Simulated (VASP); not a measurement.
Given:

```yaml
crystal:
  lattice:
    - [1.58304, -2.74191, 0.00000]
    - [1.58304, 2.74191, 0.00000]
    - [0.00000, 0.00000, 3.55639]
  atoms:
    - { symbol: Zr, position: [0.00000, 0.00000, 0.00000] }
    - { symbol: B, position: [0.33333, 0.66667, 0.50000] }
    - { symbol: B, position: [0.66667, 0.33333, 0.50000] }
```

Level of theory: r2SCAN meta-GGA, VASP's PBE PAW potentials (set 64) (plane waves; VASP). Run with 600 eV cut-off, 10×10×8 Γ-centred mesh, first-order Methfessel-Paxton smearing of 0.10 eV, potentials Zr_sv B.

Each row applies one change to this cell, which was relaxed at other settings and keeps the small stress of the first row; at a fixed cut-off the stress holds a Pulay part, so it need not integrate to ΔE exactly. Stress is in GPa, positive when the cell is compressed.

```json
[
 {"change": "none", "ΔE (meV/atom)": "0.0", "σxx": "0.00", "σyy": "0.00", "σzz": "-0.07", "largest shear component, with its sign (GPa)": "0.00", "largest force (eV/Å)": "0.000"},
 {"change": "isotropic strain of -3.0 %", "ΔE (meV/atom)": "?", "σxx": "?", "σyy": "?", "σzz": "?", "largest shear component, with its sign (GPa)": "?", "largest force (eV/Å)": "?"},
 {"change": "atom 3 (B) moved by 0.025 Å along z", "ΔE (meV/atom)": "1.0", "σxx": "0.05", "σyy": "0.05", "σzz": "-0.06", "largest shear component, with its sign (GPa)": "0.00", "largest force (eV/Å)": "0.237"},
 {"change": "isotropic strain of -4.0 %", "ΔE (meV/atom)": "127.0", "σxx": "38.66", "σyy": "38.66", "σzz": "35.88", "largest shear component, with its sign (GPa)": "0.00", "largest force (eV/Å)": "0.000"},
 {"change": "uniaxial strain of -3.0 % along y", "ΔE (meV/atom)": "?", "σxx": "?", "σyy": "?", "σzz": "?", "largest shear component, with its sign (GPa)": "?", "largest force (eV/Å)": "?"},
 {"change": "isotropic strain of -0.5 %", "ΔE (meV/atom)": "1.8", "σxx": "3.89", "σyy": "3.89", "σzz": "3.46", "largest shear component, with its sign (GPa)": "0.00", "largest force (eV/Å)": "0.000"}
]
```

Complete the blanks.

- uniaxial strain of -3.0 % along y, ΔE (meV/atom): 18.1
- uniaxial strain of -3.0 % along y, σxx: 1.67
- uniaxial strain of -3.0 % along y, σyy: 19.16
- uniaxial strain of -3.0 % along y, σzz: 3.96
- uniaxial strain of -3.0 % along y, largest shear component, with its sign (GPa): 0.00
- uniaxial strain of -3.0 % along y, largest force (eV/Å): 0.028
- isotropic strain of -3.0 %, ΔE (meV/atom): 69.5
- isotropic strain of -3.0 %, σxx: 27.23
- isotropic strain of -3.0 %, σyy: 27.23
- isotropic strain of -3.0 %, σzz: 25.07
- isotropic strain of -3.0 %, largest shear component, with its sign (GPa): 0.00
- isotropic strain of -3.0 %, largest force (eV/Å): 0.000

Failed runs are left out, and for metals the shear rows, which the mesh's noise covers.

The compound is ZrB2 in the AlB2 type structure.
